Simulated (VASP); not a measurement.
Data:

```yaml
crystal:
  lattice:
    - [0.00000, 3.10527, 3.10527]
    - [3.10527, 0.00000, 3.10527]
    - [3.10527, 3.10527, 0.00000]
  atoms:
    - { symbol: Mg, position: [0.00000, 0.00000, 0.00000] }
    - { symbol: Te, position: [0.25000, 0.25000, 0.25000] }
```

Calculation: PBEsol GGA, VASP's PBE PAW potentials (set 64) (plane waves; VASP). Run with 500 eV cut-off, 7×7×7 Γ-centred mesh, Gaussian smearing of 0.050 eV, potentials Mg Te.

Q: Estimate the energy per atom (σ→0), pressure.

A: 
```yaml
energy per atom (σ→0): -3.397 eV/atom
pressure: 5.01 GPa
```

Only differences to runs with the same potentials and settings are physical.

The compound is MgTe in the zinc blende structure, whereas wurtzite is the usual form. It was relaxed first under an external pressure of 5 GPa.
